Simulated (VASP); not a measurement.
Consider the following.

```xyz
4
Lattice="0.0091 3.8412 3.8333 3.8412 0.0091 3.8333 1.9251 1.9251 0.0000" Properties=species:S:1:pos:R:3 pbc="T T T"
Pd     0.0000     0.0000     0.0000
Ir     1.9206     0.0045     1.9166
Ir     0.0045     1.9206     1.9166
Ir     1.9251     1.9251     3.8333
```

These are PBEsol GGA, VASP's PBE PAW potentials (set 64) (plane waves; VASP) values and carry that method's errors. Settings: 400 eV cut-off, 8×8×15 Γ-centred mesh, tetrahedra with Blöchl corrections, potentials Pd Ir.

The cores are frozen, which limits the accuracy of field gradients.

Task: Give the principal components of the electric field gradient (V/Å²) and the asymmetry η at each nucleus.

Result: 
```
atom    Vxx    Vyy    Vzz     η
----  -----  -----  -----  ----
Pd1    11.3   11.3  -22.6  0.00
Ir2   -33.0  -11.8   44.8  0.47
Ir3   -33.0  -11.8   44.8  0.47
Ir4   -21.5   -7.0   28.5  0.51
```

The structure was generated: Ir3Pd was put into an ordered model structure (Cmmm), which need not be its known phase. It was relaxed first.
